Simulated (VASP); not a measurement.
Runs of VASP 6.6.1 on CoO. The structure is cubic, space group Fm-3m (No. 225). Conventional cell: a = 4.263 Å, b = 4.263 Å, c = 4.263 Å, α = 90.00°, β = 90.00°, γ = 90.00°. Co (site symmetry m-3m) is surrounded by 6 O at 2.13 Å. O (site symmetry m-3m) has 6 Co at 2.13 Å as nearest neighbours. 

```csv
level,spin,U,fixed moment (μB),gap on the mesh (eV),pressure (GPa),moment (μB)
PBEsol+U,"collinear, ferromagnetic start",Co d U = 7 eV,-,none,-12.1,3.00
PBEsol+U,"collinear, random start",Co d U = 7 eV,-,none,-12.1,3.00
PBEsol,"collinear, ferromagnetic start",-,-,none,-11.5,2.91
PBEsol+U,"collinear, ferromagnetic start",Co d U = 7 eV,2,-,(a),2.00
PBEsol+U,off,Co d U = 7 eV,-,none,-29.9,-
PBEsol,"collinear, zero start",-,-,none,-29.1,0.00
PBEsol,"non-collinear, random start",-,-,none,-11.9,2.91
PBEsol,"collinear, random start",-,-,none,-11.8,2.91
```

Alike in all rows: task single point; potentials or basis VASP PAW PBE potentials, release 64 (Co, O); cell as given; k mesh 8 × 8 × 8; cutoff (eV) 520; smearing gaussian 0.05 eV.

Estimate the missing entries.

(a) -14.4.

Caveats: the PAW data sets were made with another functional, which shifts forces and pressure a little; a cell with one magnetic atom can't hold antiferromagnetic order, which such compounds often take (some runs); semilocal functionals often make such compounds metallic where correlation or magnetic order opens a gap, which also shifts bond lengths (some runs); a pressure of tens of GPa on the cell as given is suspect, and the run, the potentials or the cell itself is likely at fault (some runs); the total moment is fixed, so each spin has its own Fermi level (some runs); an odd number of electrons without spin polarisation forces a metal (some runs); a magnetic or distorted state may lie lower (some runs).

A gap of «none» marks a metal or a gap under the smearing width.
